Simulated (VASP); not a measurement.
Ga24CN23 (a cell with a defect): relaxation of the atoms with PBE

Crystal: Ga24CN23 (a cell with a defect).

```
CELL_PARAMETERS angstrom
-3.21772 -5.57326 5.24406
6.43545 0.00000 5.24406
-3.21773 5.57326 5.24406
ATOMIC_POSITIONS crystal
Ga 0.83306 0.49973 0.66640
Ga 0.66640 0.33306 0.99973
Ga 0.99973 0.66640 0.33306
Ga 0.66640 0.83306 0.49973
Ga 0.99973 0.16640 0.83306
Ga 0.16640 0.33306 0.49973
Ga 0.49973 0.66640 0.83306
Ga 0.83306 0.99973 0.16640
Ga 0.33306 0.49973 0.16640
Ga 0.33306 0.99973 0.66640
Ga 0.16640 0.83306 0.99973
Ga 0.49349 0.16854 0.34241
Ga 0.66675 0.49842 0.33863
Ga 0.49528 0.34072 0.67876
Ga 0.83306 0.66640 0.99973
Ga 0.49973 0.83306 0.16640
Ga 0.84039 0.16658 0.50864
Ga 0.99973 0.33306 0.16640
Ga 0.33306 0.66640 0.49973
Ga 0.66640 0.99973 0.83306
Ga 0.16640 0.49973 0.83306
Ga 0.16640 0.99973 0.33306
Ga 0.99973 0.83306 0.66640
Ga 0.33306 0.16640 0.99973
C 0.63042 0.29509 0.45969
N 0.45860 0.12527 0.79194
N 0.79194 0.45860 0.12527
N 0.45860 0.62527 0.29194
N 0.79194 0.95860 0.62527
N 0.95860 0.12527 0.29194
N 0.29194 0.45860 0.62527
N 0.62527 0.79194 0.95860
N 0.12527 0.29194 0.95860
N 0.12527 0.79194 0.45860
N 0.95860 0.62527 0.79194
N 0.29194 0.95860 0.12527
N 0.79194 0.62527 0.45860
N 0.62527 0.45860 0.79194
N 0.95860 0.79194 0.12527
N 0.62527 0.95860 0.29194
N 0.95860 0.29194 0.62527
N 0.12527 0.45860 0.29194
N 0.45860 0.79194 0.62527
N 0.79194 0.12527 0.95860
N 0.29194 0.62527 0.95860
N 0.29194 0.12527 0.45860
N 0.12527 0.95860 0.79194
N 0.45860 0.29194 0.12527
```

```json
{
  "Program": "VASP 6.6.1",
  "Task": "relaxation of the atoms",
  "Functional": "PBE",
  "Potentials or basis": "VASP PAW PBE potentials, release 64 (Ga_d, C, N)",
  "Cutoff": "450 eV",
  "k mesh": "2 × 2 × 2",
  "Occupations": "gaussian, width 0.01 eV",
  "Spin": "no spin polarisation",
  "Monkhorst-Pack mesh": "yes"
}
```

- Energy gained by relaxing: 12.7 meV/atom
- Ionic steps: 10
- Largest force after relaxing: 0.025 eV/Å

Forces in eV/Å, atoms in the order of the input:
```
Ga  -0.005 -0.004 -0.007
Ga   0.016 -0.010 -0.005
Ga  -0.017  0.013  0.013
Ga  -0.004 -0.003 -0.001
Ga   0.017  0.013 -0.008
Ga  -0.003  0.004 -0.007
Ga  -0.011 -0.015 -0.006
Ga  -0.001 -0.001 -0.003
Ga  -0.010  0.021  0.001
Ga  -0.008 -0.011 -0.005
Ga   0.005  0.006  0.010
Ga   0.003 -0.018 -0.009
Ga   0.000 -0.006 -0.005
Ga   0.005 -0.010 -0.002
Ga   0.011 -0.005 -0.003
Ga  -0.002 -0.014 -0.004
Ga   0.009 -0.014  0.005
Ga   0.003  0.005  0.009
Ga  -0.004  0.007  0.003
Ga  -0.003  0.005  0.004
Ga  -0.007  0.004 -0.002
Ga  -0.015  0.010 -0.004
Ga   0.007  0.001 -0.006
Ga   0.019 -0.008 -0.014
C    0.003 -0.009  0.000
N    0.010 -0.007 -0.010
N    0.005  0.008  0.012
N   -0.002  0.008  0.002
N   -0.009 -0.001  0.013
N    0.000  0.009  0.005
N   -0.011  0.011  0.010
N    0.009 -0.006 -0.006
N    0.008  0.003 -0.005
N   -0.013  0.009  0.015
N    0.000 -0.011  0.009
N    0.007 -0.003 -0.001
N   -0.008  0.007  0.013
N    0.010 -0.011 -0.008
N   -0.012 -0.013  0.003
N    0.003  0.003  0.000
N   -0.001  0.004  0.004
N   -0.008  0.011  0.001
N   -0.007  0.006  0.000
N    0.004 -0.003 -0.002
N    0.008  0.002 -0.001
N   -0.005  0.017  0.003
N   -0.004  0.005  0.004
N    0.009 -0.007 -0.015
```

The path:
| step | energy change (eV) | largest force (eV/Å) | pressure (GPa) |
| --- | --- | --- | --- |
| 1 | 0.0000 | 2.9824 | 3.33 |
| 2 | -0.4411 | 1.0943 | 3.32 |
| 3 | -0.5625 | 0.4584 | 3.20 |
| 4 | -0.5921 | 0.3372 | 3.19 |
| 5 | -0.5921 | 0.3309 | 3.19 |
| 6 | -0.6018 | 0.1210 | 3.19 |
| 7 | -0.6036 | 0.1166 | 3.19 |
| 8 | -0.6066 | 0.0485 | 3.19 |
| 9 | -0.6067 | 0.0553 | 3.19 |
| 10 | -0.6078 | 0.0248 | 3.19 |

Final structure:
```xyz
48
Lattice="-3.2177 -5.5733 5.2441 6.4355 0.0000 5.2441 -3.2177 5.5733 5.2441" Properties=species:S:1:pos:R:3 pbc="T T T"
Ga   -1.6096   -0.9235   10.4705
Ga    0.0003   -3.6972    5.2565
Ga    0.0003   -3.7143   10.4873
Ga    1.6170   -0.9352   10.4987
Ga   -1.6120    4.6474    5.2473
Ga   -0.0118    1.8578    5.2554
Ga    0.0026    1.8622   10.4913
Ga   -3.2160   -3.7020    5.2459
Ga    1.6000   -0.9308    5.2460
Ga   -3.2102    1.8564    5.2473
Ga    4.8255   -0.9251    5.2418
Ga   -1.6114   -0.9213    5.2828
Ga   -0.0234   -1.8389    7.8661
Ga   -1.6118    0.9120    7.8686
Ga   -1.6041    0.9302   13.1043
Ga    3.2212   -1.8557    7.8625
Ga   -3.1981   -1.8413    7.8662
Ga   -1.6140   -4.6283    7.8631
Ga    1.5999    0.9216    7.8629
Ga   -4.8145    0.9280    7.8640
Ga   -0.0001    3.7264    7.8602
Ga    4.8225    0.9302    7.8613
Ga    3.2087    3.7145    7.8599
Ga   -0.0043   -1.8471    2.6207
C    -1.6118   -0.9211    7.2312
N    -3.2264    1.8869    7.2176
N     0.0124   -3.7277    7.2296
N     1.6310   -0.9328    7.2156
N     1.5849   -0.9302   12.4722
N    -3.2352   -3.7286    7.2152
N     0.0078    1.8821    7.2291
N     0.0088    1.8587   12.4653
N    -1.6131    4.6568    7.2215
N     3.2103    1.8540    7.2176
N    -1.6102   -0.9236   12.4599
N     4.8243   -0.9242    7.2107
N     0.0141   -1.8632    9.8649
N    -1.6102    0.9534    9.8686
N     1.6122   -4.6429    9.8385
N     3.2122   -1.8590    9.8176
N    -3.2338   -1.8626    9.8665
N     1.6047    0.9316    4.5988
N     1.6109    0.9275    9.8432
N    -4.8244    0.9350    9.8439
N     0.0008    3.7218    9.8392
N    -1.6109    0.9403    4.5726
N     3.2130    3.7180    9.8387
N     0.0036   -1.8536    4.5760
```

Levels at points of the mesh, in eV from the valence-band top:
```csv
k point,band 213,band 214,band 215,band 216,band 217,band 218,band 219,band 220
"(0.25, 0.25, 0.25)",-0.67,-0.37,-0.03,0.00,2.89,4.00,4.02,4.02
```

Core levels (eV, on the scale of the bands):
```
atom                                                    levels
1 Ga  1s -10217.4, 2s -1250.8, 2p -1087.2, 3s -137.1, 3p -87.8
2 Ga  1s -10217.3, 2s -1250.7, 2p -1087.2, 3s -137.1, 3p -87.8
3 Ga  1s -10217.4, 2s -1250.8, 2p -1087.2, 3s -137.1, 3p -87.8
4 Ga  1s -10217.3, 2s -1250.7, 2p -1087.2, 3s -137.1, 3p -87.8
5 Ga  1s -10217.4, 2s -1250.8, 2p -1087.2, 3s -137.1, 3p -87.9
6 Ga  1s -10217.3, 2s -1250.7, 2p -1087.2, 3s -137.1, 3p -87.8
```

It took 6.4 min on 8 MPI ranks on Intel(R) Xeon(R) 6975P-C (Granite Rapids) (shared host), peak memory 0.37 GiB a rank.

Caveat: the cell is charged against a uniform background, so pressure and absolute levels hang on convention; the cutoff is under 1.25 times the usual one of these potentials, so pressure, stress and relaxed cells hold a basis-set (Pulay) error.
